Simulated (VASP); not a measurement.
Level of theory: PBE GGA with D4 dispersion, VASP's PBE PAW potentials (set 64) (plane waves; VASP 6.6.1).

A VASP calculation is set up with these files.

File POSCAR:
```
InP
1
    0.0000000000     2.8846579235     2.8846579235
    2.8846579235     0.0000000000     2.8846579235
    2.8846579235     2.8846579235     0.0000000000
In P
1 1
Direct
  0.0000000000   0.0000000000   0.0000000000
  0.2500000000   0.2500000000   0.2500000000
```

**INCAR**
```
SYSTEM = InP
PREC = Accurate; ENCUT = 520; LREAL = F
LASPH = T
EDIFF = 1E-7; NELM = 100; ALGO = Normal
LMAXMIX = 4
ISMEAR = 0; SIGMA = 0.05
GGA = PE; IVDW = 13
ISIF = 2
LWAVE = F; LCHARG = F
```

### KPOINTS
```
Regular mesh
0
gamma
8 8 8
0 0 0
```

POTCAR, in this order: In_d P (PBE.64 set). Program: vasp_std.

Output of the run:

### OSZICAR
```
       N       E                     dE             d eps       ncg     rms          rms(c)
DAV:   1     0.115496224782E+03    0.11550E+03   -0.87587E+03   767   0.156E+03
DAV:   2    -0.244373724225E+00   -0.11574E+03   -0.11199E+03   789   0.335E+02
DAV:   3    -0.851485320545E+01   -0.82705E+01   -0.81222E+01   979   0.925E+01
DAV:   4    -0.874182251067E+01   -0.22697E+00   -0.22675E+00   943   0.166E+01
DAV:   5    -0.875025993755E+01   -0.84374E-02   -0.84369E-02  1098   0.278E+00    0.614E+00
DAV:   6    -0.833823160379E+01    0.41203E+00   -0.75995E-01  1092   0.168E+01    0.372E+00
DAV:   7    -0.830476673624E+01    0.33465E-01   -0.23303E-01  1012   0.443E+00    0.132E+00
DAV:   8    -0.830467003258E+01    0.96704E-04   -0.20705E-02   989   0.219E+00    0.435E-01
DAV:   9    -0.830528467637E+01   -0.61464E-03   -0.23627E-03   971   0.826E-01    0.203E-01
DAV:  10    -0.830533226087E+01   -0.47584E-04   -0.23791E-04  1018   0.136E-01    0.141E-01
DAV:  11    -0.830538532080E+01   -0.53060E-04   -0.57546E-05   844   0.669E-02    0.211E-02
DAV:  12    -0.830539211608E+01   -0.67953E-05   -0.29104E-05   952   0.106E-01    0.253E-02
DAV:  13    -0.830539216139E+01   -0.45306E-07   -0.16161E-06   894   0.136E-02    0.212E-02
DAV:  14    -0.830539237112E+01   -0.20973E-06   -0.84157E-07   869   0.102E-02    0.518E-03
DAV:  15    -0.830539243297E+01   -0.61853E-07   -0.77811E-08   642   0.223E-03
   1 F= -.90141722E+01 E0= -.90141722E+01  d E =-.175365E-11
```

File OUTCAR:
```
------------------------ aborting loop because EDIFF is reached ----------------------------------------
  Edisp (eV):   -0.70878
  FORCE on cell =-STRESS in cart. coord.  units (eV):
  Direction    XX          YY          ZZ          XY          YZ          ZX
  --------------------------------------------------------------------------------------
  Total       1.40679     1.40679     1.40679    -0.00000    -0.00000     0.00000
  in kB      46.94908    46.94908    46.94908    -0.00000    -0.00000     0.00000
  external pressure =       46.95 kB  Pullay stress =        0.00 kB
  volume of cell :       48.01
      direct lattice vectors                 reciprocal lattice vectors
     0.000000000  2.884657923  2.884657923    -0.173330777  0.173330777  0.173330777
     2.884657923  0.000000000  2.884657923     0.173330777 -0.173330777  0.173330777
     2.884657923  2.884657923  0.000000000     0.173330777  0.173330777 -0.173330777
  FREE ENERGIE OF THE ION-ELECTRON SYSTEM (eV)
  ---------------------------------------------------
  free  energy   TOTEN  =        -9.0141721940 eV

  energy  without entropy=       -9.0141721940  energy(sigma->0) =       -9.01417219
```
(Selected blocks of OUTCAR.)

The compound is InP in the zinc blende structure. This cell is one point of a volume scan, at 0.94 of the reference volume.
